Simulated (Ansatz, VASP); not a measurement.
# HfMg35: VASP beside Ansatz

Aim: how closely do two programs agree when they are given the same cell, functional and k mesh? The structure shown is the end of the VASP relaxation below.

Main program and level: Ansatz 0.2.0; plane waves, with VASP 6.6.1 beside it; single point at PBEsol.

## 1. Starting point

The cell holds 36 atoms: 1 Hf and 35 Mg. Its edges and angles: a = 9.551 Å, b = 9.551 Å, c = 10.221 Å, α = 90.0°, β = 90.0°, γ = 120.0°. It derives from Mg. Nearest the centre at fractional (0.000, 0.000, 0.000): Hf1 at 0.00 Å, Mg35 at 3.11 Å, Mg36 at 3.11 Å, Mg20 at 3.11 Å, Mg19 at 3.11 Å, Mg24 at 3.11 Å, Mg23 at 3.11 Å, Mg7 at 3.15 Å.

## 2. VASP: relaxation, PBEsol

This run makes the geometry at which the two programs are then compared.

Lines of VASP's logs that name or quote its potential files are left out, and so is its time.

The input, INCAR:

```
SYSTEM = HfMg35
PREC = Normal
ENCUT = 300
EDIFF = 1E-05
NELM = 120
ISMEAR = 1
SIGMA = 0.2
LREAL = Auto
ALGO = Fast
GGA = PS
NBANDS = 64
LASPH = .TRUE.
LORBIT = 11
LWAVE = .FALSE.
LCHARG = .TRUE.
KPAR = 4
IBRION = 2
NSW = 50
ISIF = 2
EDIFFG = -0.03
POTIM = 0.4
MAXMIX = 40
ISYM = 2
```

The input, POSCAR:

```
HfMg35
1.0
    9.5507405628      0.0000000000      0.0000000000
   -4.7753702814      8.2711839522      0.0000000000
    0.0000000000      0.0000000000     10.2209445440
Hf Mg
1 35
Direct
    0.0000000000      0.0000000000      0.0000000000
    0.0000000000      0.0000000000      0.5000000000
    0.0000000000      0.3333333300      0.0000000000
    0.0000000000      0.3333333300      0.5000000000
    0.0000000000      0.6666666700      0.0000000000
    0.0000000000      0.6666666700      0.5000000000
    0.3333333300      0.0000000000      0.0000000000
    0.3333333300      0.0000000000      0.5000000000
    0.3333333300      0.3333333300      0.0000000000
    0.3333333300      0.3333333300      0.5000000000
    0.3333333300      0.6666666700      0.0000000000
    0.3333333300      0.6666666700      0.5000000000
    0.6666666700      0.0000000000      0.0000000000
    0.6666666700      0.0000000000      0.5000000000
    0.6666666700      0.3333333300      0.0000000000
    0.6666666700      0.3333333300      0.5000000000
    0.6666666700      0.6666666700      0.0000000000
    0.6666666700      0.6666666700      0.5000000000
    0.1111111100      0.2222222200      0.2500000000
    0.1111111100      0.2222222200      0.7500000000
    0.1111111100      0.5555555600      0.2500000000
    0.1111111100      0.5555555600      0.7500000000
    0.1111111100      0.8888888900      0.2500000000
    0.1111111100      0.8888888900      0.7500000000
    0.4444444400      0.2222222200      0.2500000000
    0.4444444400      0.2222222200      0.7500000000
    0.4444444400      0.5555555600      0.2500000000
    0.4444444400      0.5555555600      0.7500000000
    0.4444444400      0.8888888900      0.2500000000
    0.4444444400      0.8888888900      0.7500000000
    0.7777777800      0.2222222200      0.2500000000
    0.7777777800      0.2222222200      0.7500000000
    0.7777777800      0.5555555600      0.2500000000
    0.7777777800      0.5555555600      0.7500000000
    0.7777777800      0.8888888900      0.2500000000
    0.7777777800      0.8888888900      0.7500000000
```

The input, KPOINTS:

```
Automatic mesh
0
Gamma
4 4 4
0 0 0
```

PAW data sets: Hf and Mg (PBE family, release 64).

On the command line:

```sh
$ mpirun -np 4 vasp_std
```

Numbers of over 12 decimals in the logs are rounded to 6 here.

Output:

```text
[banner, memory and clock lines left out]
running    4 mpi-ranks, on    1 nodes
[...]
|                                                                             |
|               ----> ADVICE to this user running VASP <----                  |
|                                                                             |
|     You enforced a specific xc type in the INCAR file but a different       |
|     [... a line on the potential file left out ...]
|     I HOPE YOU KNOW WHAT YOU ARE DOING!                                     |
|                                                                             |

 LDA part: xc-table for (Slater+PW92), standard interpolation
 POSCAR, INCAR and KPOINTS ok, starting setup
[...]
entering main loop
       N       E                     dE             d eps       ncg     rms          rms(c)
DAV:   1     0.316594758607E+02    0.31659E+02   -0.15357E+04  1536   0.547E+02
DAV:   2    -0.647325879188E+02   -0.96392E+02   -0.89217E+02  1800   0.794E+01
DAV:   3    -0.707570420067E+02   -0.60245E+01   -0.56912E+01  2032   0.155E+01
DAV:   4    -0.709978376703E+02   -0.24080E+00   -0.23775E+00  1920   0.283E+00
[...]
RMM:  13    -0.699998668859E+02   -0.67108E-05   -0.12670E-04  1415   0.207E-02    0.290E-02
RMM:  14    -0.699998438147E+02    0.23071E-04   -0.59099E-05  1306   0.122E-02    0.631E-03
RMM:  15    -0.699998448138E+02   -0.99914E-06   -0.24939E-05  1154   0.744E-03
   1 F= -.69999845E+02 E0= -.70004219E+02  d E =-.699998E+02
[... from here on, the cycles between the ionic steps are left out ...]
   2 F= -.70011071E+02 E0= -.70015342E+02  d E =-.112261E-01
   3 F= -.70028963E+02 E0= -.70032873E+02  d E =-.291185E-01
   4 F= -.70028573E+02 E0= -.70031769E+02  d E =-.287285E-01
   5 F= -.70034844E+02 E0= -.70038413E+02  d E =-.349991E-01
   6 F= -.70034845E+02 E0= -.70038403E+02  d E =-.350005E-01
   7 F= -.70035498E+02 E0= -.70039029E+02  d E =-.652952E-03
 trial-energy change:   -0.000653  1 .order   -0.000649   -0.000744   -0.000554
 step:   7.6299(harm=  7.6299)  dis= 0.00896  next Energy=   -70.036305 (dE=-0.146E-02)
 reached required accuracy - stopping structural energy minimisation
```

From OUTCAR (step 2):

```text
  Total       -0.3835109     -0.3835109     -0.7012539      0.0000000      0.0000000      0.0000000
  in kB       -0.7610138     -0.7610138     -1.3915221      0.0000000      0.0000000      0.0000000
  external PRESSURE =      -0.9711832 kB  Pullay stress =       0.0000000 kB

 POSITION                                       TOTAL-FORCE (eV/Angst)
 -----------------------------------------------------------------------------------
     -0.00000      0.00000      0.00000        -0.000000     -0.000000      0.000000
     -0.00000      0.00000      5.11047        -0.000000     -0.000000      0.000000
     -1.56108      2.74125      0.00000        -0.003157      0.014606      0.000000
      7.95961      2.75439      5.11047         0.015196     -0.016879     -0.000000
     -3.18192      5.54862      0.00000         0.011071     -0.010037     -0.000000
      6.36518      5.51603      5.11047        -0.007020      0.021600     -0.000000
     -1.62084      8.25250      0.00000         0.014228     -0.004569     -0.000000
      3.18094      0.00077      5.11047        -0.022216     -0.004721      0.000000
      1.56108      2.74125      0.00000         0.003157      0.014606      0.000000
      1.59113      2.75439      5.11047        -0.015196     -0.016879     -0.000000
     -0.00000      5.51412      0.00000        -0.000000     -0.000000      0.000000
     -0.00000      5.51412      5.11047        -0.000000     -0.000000      0.000000
      1.62084      8.25250      0.00000        -0.014228     -0.004569     -0.000000
      6.36980      0.00077      5.11047         0.022216     -0.004721      0.000000
[...]
-----------------------------------------------------------------------------------
    total drift:                                0.000042     -0.000024      0.000000

  FREE ENERGIE OF THE ION-ELECTRON SYSTEM (eV)
  ---------------------------------------------------
  free  energy   TOTEN  =       -70.0354982745 eV

  energy  without entropy=      -70.0460909925  energy(sigma->0) =      -70.03902918

 reached required accuracy - stopping structural energy minimisation

[... 2 further parts left out ...]
[key lines of the parts left out:]
E-fermi :   2.7197
```

The data set Hf keeps the semicore shell frozen, which is cheaper and a little less accurate.

## 3. Ansatz: single point, PBEsol

Ansatz runs on its default PAW (the set named soft_2) files.

The same cell, functional, mesh and smearing now go to Ansatz, which takes its cutoff from its data sets.

The input, input.yaml:

```yaml
crystal:
  lattice:
    - [9.55074056, 0.0, 0.0]
    - [-4.77537028, 8.27118395, 0.0]
    - [0.0, 0.0, 10.22094454]
  atoms:
    - { symbol: Hf, position: [0.0, 0.0, 0.0] }
    - { symbol: Mg, position: [0.0, 0.0, 0.5] }
    - { symbol: Mg, position: [0.00225922, 0.3314217, 0.0] }
    - { symbol: Mg, position: [0.99990739, 0.33301022, 0.5] }
    - { symbol: Mg, position: [0.00225922, 0.67083752, 0.0] }
    - { symbol: Mg, position: [0.99990739, 0.66689717, 0.5] }
    - { symbol: Mg, position: [0.32916248, 0.99774078, 0.0] }
    - { symbol: Mg, position: [0.33310283, 9.261e-05, 0.5] }
    - { symbol: Mg, position: [0.32916248, 0.3314217, 0.0] }
    - { symbol: Mg, position: [0.33310283, 0.33301022, 0.5] }
    - { symbol: Mg, position: [0.33333333, 0.66666667, 0.0] }
    - { symbol: Mg, position: [0.33333333, 0.66666667, 0.5] }
    - { symbol: Mg, position: [0.6685783, 0.99774078, 0.0] }
    - { symbol: Mg, position: [0.66698978, 9.261e-05, 0.5] }
    - { symbol: Mg, position: [0.66666667, 0.33333333, 0.0] }
    - { symbol: Mg, position: [0.66666667, 0.33333333, 0.5] }
    - { symbol: Mg, position: [0.6685783, 0.67083752, 0.0] }
    - { symbol: Mg, position: [0.66698978, 0.66689717, 0.5] }
    - { symbol: Mg, position: [0.11006836, 0.22013671, 0.24725119] }
    - { symbol: Mg, position: [0.11006836, 0.22013671, 0.75274881] }
    - { symbol: Mg, position: [0.11071516, 0.55535758, 0.25143957] }
    - { symbol: Mg, position: [0.11071516, 0.55535758, 0.74856043] }
    - { symbol: Mg, position: [0.11006836, 0.88993164, 0.24725119] }
    - { symbol: Mg, position: [0.11006836, 0.88993164, 0.75274881] }
    - { symbol: Mg, position: [0.4430805, 0.22154025, 0.25000934] }
    - { symbol: Mg, position: [0.4430805, 0.22154025, 0.74999066] }
    - { symbol: Mg, position: [0.44464242, 0.55535758, 0.25143957] }
    - { symbol: Mg, position: [0.44464242, 0.55535758, 0.74856043] }
    - { symbol: Mg, position: [0.44464242, 0.88928484, 0.25143957] }
    - { symbol: Mg, position: [0.44464242, 0.88928484, 0.74856043] }
    - { symbol: Mg, position: [0.77845975, 0.22154025, 0.25000934] }
    - { symbol: Mg, position: [0.77845975, 0.22154025, 0.74999066] }
    - { symbol: Mg, position: [0.77845975, 0.5569195, 0.25000934] }
    - { symbol: Mg, position: [0.77845975, 0.5569195, 0.74999066] }
    - { symbol: Mg, position: [0.77986329, 0.88993164, 0.24725119] }
    - { symbol: Mg, position: [0.77986329, 0.88993164, 0.75274881] }
hamiltonian:
  xc: pbesol
  pseudopotentials: { kind: paw }
kpoints:
  mp_grid: { grid: [4, 4, 4] }
scf:
  occupations: { method: methfessel_paxton, width: 0.2 }
  n_extra_bands: 13
output:
  forces: true
  eigenvalues: true
  write_density: true
  write_potential: true
  elf: true
  volumetric_format: npy
```

On the command line:

```sh
$ ansatz run input.yaml --threads 8 --pin off --max-ram 18432MiB --backend cpu --events-out ev --progress --plain --runs-dir out
```

Output:

```text
scf.n_extra_bands = 13 over 188 filled bands (N_el = 376.0): the run solves 201 bands
Engine: ansatz 0.2.0, aarch64-unknown-linux-gnu
Pseudopotentials: kind: paw
Pseudopotential: Hf, paw, valence charge 26, recommended cutoff 420 eV (normal), Hf.paw.azcp
Pseudopotential: Mg, paw, valence charge 10, recommended cutoff 420 eV (normal), Mg.paw.azcp
Functional definition: PBEsol
  exchange = pbesol_x
  correlation = pbesol_c
Crystal: 36 atoms, lattice volume = 807.413 Å³
Basis set: ecut = 420 eV, 15731 PW (Γ), exchange–correlation on 128×128×144 points (8 copies of the dense FFT grid, shifted against one another)
Bands: 201, of which v1, the nominal top of the filled ones, is band 188 counted from 1 (187 counted from 0)
Symmetry: 12 space group operations
Space group: P-6m2 (ITA 187), of the structure as read, at distance tolerance 9.3e-5 Å
k-points: 12 of 64 (time reversal used)
Non-local potential: Hf, projectors of the file, l = 0: 3, l = 1: 2, l = 2: 2, l = 3: 3
Non-local potential: Mg, projectors of the file, l = 0: 3, l = 1: 2, l = 2: 1
PAW form: soft (Blöchl's): semilocal exchange-correlation on the pseudo side does not see the compensation charge
PAW frozen core: Hf, regenerated for the run's functional, and the local potential with it (the file was generated under x = pbe(κ = 0.804, μ = 0.219515), c = pbe(β = 0.066725))
PAW frozen core: Mg, regenerated for the run's functional, and the local potential with it (the file was generated under x = pbe(κ = 0.804, μ = 0.219515), c = pbe(β = 0.066725))
PAW one-centre angular grid: Hf, 590 points (default); XC on 64 Gauss nodes
PAW one-centre angular grid: Mg, 110 points (default); XC on 64 Gauss nodes
Initial density: superposition of atomic densities (neutral atoms: chi_scale 0, normalization atom), corrected by the library's trained network
Initial wavefunctions: pseudopotential atomic-orbital guess
Functional: x = pbesol(κ = 0.804, μ = 0.123457), c = pbesol(β = 0.046)
SCF iter   1: F=—  HF=-82519.050721 eV  |F-HF|=—  |Δ(HF+E_count)|=         —  Δρ=2.34e-3  dr2=5.37e-2  ethr=1.77e-3  ⟨swp⟩=5.1  Hψ=8844  notcnv=0
preconditioner: auto → Kerker (q_TF=auto, 2.402 Å⁻¹)  [metal: Δε(μ)=0.026 eV  Ē_g=3.467 eV  σ=0.200 eV  W_gap=0.11  n_scr=210 (ndim 8)  ℏωp=11.2 eV  f_vac=0.000  D(μ)=16.22/eV (n_scr^D=84)]
SCF iter   2: F=—  HF=-82519.032364 eV  |F-HF|=—  |Δ(HF+E_count)|=   1.84e-2  S|Δr|=    0.00e0  Δρ=1.04e-3  dr2=1.43e-2  ethr=1.43e-5  ⟨swp⟩=2.8  Hψ=5388  notcnv=0
SCF iter   3: F=—  HF=-82519.029772 eV  |F-HF|=—  |Δ(HF+E_count)|=   2.59e-3  S|Δr|=    0.00e0  Δρ=3.99e-4  dr2=4.11e-3  ethr=3.79e-6  ⟨swp⟩=3.0  Hψ=4877  notcnv=0
SCF iter   4: F=—  HF=-82519.029465 eV  |F-HF|=—  |Δ(HF+E_count)|=   3.07e-4  S|Δr|=    0.00e0  Δρ=2.20e-4  dr2=1.26e-3  ethr=1.09e-6  ⟨swp⟩=2.2  Hψ=4284  notcnv=0
SCF iter   5: F=—  HF=-82519.029069 eV  |F-HF|=—  |Δ(HF+E_count)|=   3.96e-4  S|Δr|=    0.00e0  Δρ=5.34e-5  dr2=3.56e-5  ethr=3.36e-7  ⟨swp⟩=2.0  Hψ=4295  notcnv=0
SCF iter   6: F=—  HF=-82519.029243 eV  |F-HF|=—  |Δ(HF+E_count)|=   1.73e-4  S|Δr|=    0.00e0  Δρ=2.60e-5  dr2=5.69e-6  ethr=9.47e-9  ⟨swp⟩=3.0  Hψ=4326  notcnv=0
SCF iter   7: F=—  HF=-82519.029243 eV  |F-HF|=—  |Δ(HF+E_count)|=   1.24e-7  S|Δr|=    0.00e0  Δρ=4.41e-6  dr2=4.57e-7  ethr=1.51e-9  ⟨swp⟩=2.0  Hψ=4261  notcnv=0
SCF iter   8: F=-82519.029243 eV  HF=-82519.029243 eV  |F-HF|=1.29e-8  |Δ(HF+E_count)|=   7.24e-8  S|Δr|=    0.00e0  Δρ=8.17e-7  dr2=1.30e-8  ethr=2.66e-11  ⟨swp⟩=9.8  Hψ=14503  notcnv=0
SCF 1 converged in 8 iterations: F = -82519.029243 eV  dr2 = 1.30e-8
  greatest PAW one-centre occupation: 1.000 electrons in one spin orbital (limit 2), on the Mg atom at site 35 (counted from 0), in its partial waves of l = 0
SCF converged after 8 iterations
Stability not checked: this state was not tested for a lower state beside it, because cold or Methfessel-Paxton smearing, or corrected tetrahedra, fill the levels in a way that the test cannot read (fill_not_monotonic; see scf.lower_state_search)
Free energy (F): -82519.029243 eV
Harris-Foulkes:  -82519.029243 eV  (|F-HF|=1.29e-8)
Internal energy: -82519.039638 eV  (E = F + TS)
E sigma→0 (E₀):  -82519.031842 eV
Entropy (-TS):   0.010395 eV (0.289 meV/atom)
Fermi energy:    6.125926 eV
--- Per-component energies (eV) ---
  E_band       = -12583.510118
  E_kinetic    = 3047.411546
  E_local      = -64058.728899  (includes V_loc(G=0)·N_el)
  E_nonlocal   = 2133.290043
  E_hartree    = 23677.063857
  E_xc         = -1283.501565
  E_vxc        = -1544.088668  (∫ρ·V_xc dr)
  E_paw        = -16648.969257  (= ΣΔE_a)
  E_vpaw       = 484.479701  (= ΣTr[D̂ρ^β])
  E_aug_tail   = -0.000079  (compensation charges beyond the density's cutoff)
  E_ewald      = -29388.916554
  E_core_change = 3.311271  (= ΣΔE_core)
  E_smearing   = 0.010395  (= −TS)
  E_closure    = 0.000000  (closes the sum)
  Σ components = -82519.029243   (vs F -82519.029243, Δ=0.00e0)
--- Forces (eV/Å), atoms counted from 1 ---
  atom   1  Hf     0.00000000     0.00000000     0.00000000
  atom   2  Mg     0.00000000    -0.00000000    -0.00000000
  atom   3  Mg    -0.00446787     0.01761638    -0.00000000
  atom   4  Mg     0.01533445    -0.01722558    -0.00000000
  atom   5  Mg     0.01302230    -0.01267748    -0.00000000
  atom   6  Mg    -0.00725057     0.02189281    -0.00000000
  atom   7  Mg     0.01749017    -0.00493890    -0.00000000
  atom   8  Mg    -0.02258502    -0.00466723    -0.00000000
  atom   9  Mg     0.00446787     0.01761638    -0.00000000
  atom  10  Mg    -0.01533445    -0.01722558    -0.00000000
  atom  11  Mg     0.00000000     0.00000000     0.00000000
  atom  12  Mg     0.00000000    -0.00000000    -0.00000000
  atom  13  Mg    -0.01749017    -0.00493890    -0.00000000
  atom  14  Mg     0.02258502    -0.00466723    -0.00000000
  atom  15  Mg     0.00000000    -0.00000000    -0.00000000
  atom  16  Mg    -0.00000000    -0.00000000    -0.00000000
  atom  17  Mg    -0.01302230    -0.01267748     0.00000000
  atom  18  Mg     0.00725057     0.02189281    -0.00000000
  atom  19  Mg    -0.00000000    -0.00249431     0.00657374
  atom  20  Mg     0.00000000    -0.00249431    -0.00657374
  atom  21  Mg    -0.00463190    -0.00267423     0.00723519
  atom  22  Mg    -0.00463190    -0.00267423    -0.00723519
  atom  23  Mg    -0.00216013     0.00124715     0.00657374
  atom  24  Mg    -0.00216013     0.00124715    -0.00657374
[...]
atom  29  Mg     0.00000000     0.00534845     0.00723519
  atom  30  Mg     0.00000000     0.00534845    -0.00723519
  atom  31  Mg     0.00585191    -0.00337860    -0.00636079
  atom  32  Mg     0.00585191    -0.00337860     0.00636079
  atom  33  Mg    -0.00000000     0.00675721    -0.00636079
  atom  34  Mg    -0.00000000     0.00675721     0.00636079
  atom  35  Mg     0.00216013     0.00124715     0.00657374
  atom  36  Mg     0.00216013     0.00124715    -0.00657374
  max |Σ_I F_I| component: 1.10e-16 eV/Å
--- Band table (eV; the first three rows and the last of 12) ---
  k-point 0: bands = [... 184 lower, 6.1880, 6.3471, 6.3641, 6.5287, 6.5417, 6.5417, 6.6770, 6.6770, ... 9 higher]
  k-point 1: bands = [... 184 lower, 5.6806, 5.9750, 5.9750, 6.1491, 6.1641, 6.2021, 6.2021, 6.2111, ... 9 higher]
  k-point 2: bands = [... 184 lower, 5.8333, 5.8379, 5.8399, 5.8399, 5.8642, 6.0086, 6.0086, 6.8138, ... 9 higher]
  k-point 11: bands = [... 184 lower, 5.1979, 5.5748, 5.7581, 6.1758, 6.2700, 6.3098, 6.3843, 6.7475, ... 9 higher]
```

Wall time 63 s (8 threads of Arm Neoverse N1, shared host); peak memory 6.1 GiB; 8.3 min of CPU time.

Reading the cycles: dr2 is the Hartree energy of the density residual (eV), the measure of convergence; HF is the Harris–Foulkes estimate of the energy, which meets the free energy F at convergence.

## 4. Side by side

Known differences besides the potentials themselves: the data sets hold 376 valence electrons in Ansatz (default PAW (the set named soft_2) files) and 74 in VASP; the cutoff is 420 eV in Ansatz and 300 eV in VASP (PREC = Normal, projectors in real space); Ansatz makes its cores anew for this functional, VASP keeps those of its PBE data sets. Total energies have different zeros and are not compared.

At this near-relaxed geometry the largest component of a force difference is 3 meV/Å. VASP's last cycles still show a density residual of 3e-03, so its state may not be settled.

## 5. Outcome

| Quantity | Value |
| --- | --- |
| r.m.s. force difference (single point, PBEsol) | 1.2 meV/Å |

The r.m.s. force difference is 1.2 meV/Å (single point, PBEsol), within the 12 meV/Å picked in this series as the mark of a large difference. Such differences can come from data sets, numerical settings and the points named under the comparisons, not from the functional's error against experiment.

[Lines on the potential files, build, host, timing and source positions are cut from VASP's logs without a mark.]

[Logs are printed without paths, hosts, clocks, repeated set-up lines and the standing remarks that a program may print on its own settings, such as how far it seeks lower states.]

[Hosts, paths, dates, database ids (printed as entryN), source tags and the programs' standing remarks are cut or masked in the printed files.]
